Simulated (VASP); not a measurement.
An input for Quantum ESPRESSO's pw.x (written as the equivalent of a VASP run, and not itself run):

```
&CONTROL
  calculation = 'scf'
  pseudo_dir = './pseudo'
  outdir = './out'
  tprnfor = .true.
  tstress = .true.
/
&SYSTEM
  ibrav = 0
  nat = 2
  ntyp = 2
  ecutwfc = 70
  occupations = 'smearing'
  smearing = 'gaussian'
  degauss = 0.003675
  input_dft = 'vdw-df-cx'
/
&ELECTRONS
  conv_thr = 7.3e-09
  electron_maxstep = 100
/
ATOMIC_SPECIES
  In 114.818 In.upf
  P 30.974 P.upf
CELL_PARAMETERS angstrom
     0.0000000    2.9478117    2.9478117
     2.9478117    0.0000000    2.9478117
     2.9478117    2.9478117    0.0000000
ATOMIC_POSITIONS crystal
  In   0.0000000  0.0000000  0.0000000
  P    0.2500000  0.2500000  0.2500000
K_POINTS automatic
  8 8 8 0 0 0
```

Problem. Translate this input to VASP (INCAR, KPOINTS, POSCAR, choice of POTCAR).

Solution. One answer among several that fit: 
**KPOINTS**
```
Automatic mesh
0
Gamma
8 8 8
0 0 0
```

**INCAR**
```
! general
SYSTEM  =InP
PREC    =Accurate
ENCUT   =520
LREAL   =F
LASPH   =T

! electronic loop
EDIFF   =1E-7
NELM    =100
ALGO    =Normal
LMAXMIX =4

! smearing
ISMEAR  =0
SIGMA   =0.05

! functional
GGA     =CX
LUSE_VDW=T
AGGAC   =0.0

! ions
ISIF    =2

! output
LWAVE   =F
LCHARG  =F
```

**POSCAR**
```
InP
4.1688350
  0.0000000000   0.7071068375   0.7071068375
  0.7071068375   0.0000000000   0.7071068375
  0.7071068375   0.7071068375   0.0000000000
In P
1 1
direct
  0.0000000000   0.0000000000   0.0000000000
  0.2500000000   0.2500000000   0.2500000000
```

POTCAR, in this order: In_d P (PBE.64 set). Program: vasp_std.

The two are equivalent in intent, not identical: the potentials are each code's own (VASP's PAW set, PseudoDojo norm-conserving files in pw.x), so ENCUT and ecutwfc are chosen apart and not converted; conv_thr bounds pw.x's estimated SCF error, while EDIFF bounds the energy change between steps.

The compound is InP in the zinc blende structure. It was relaxed first.
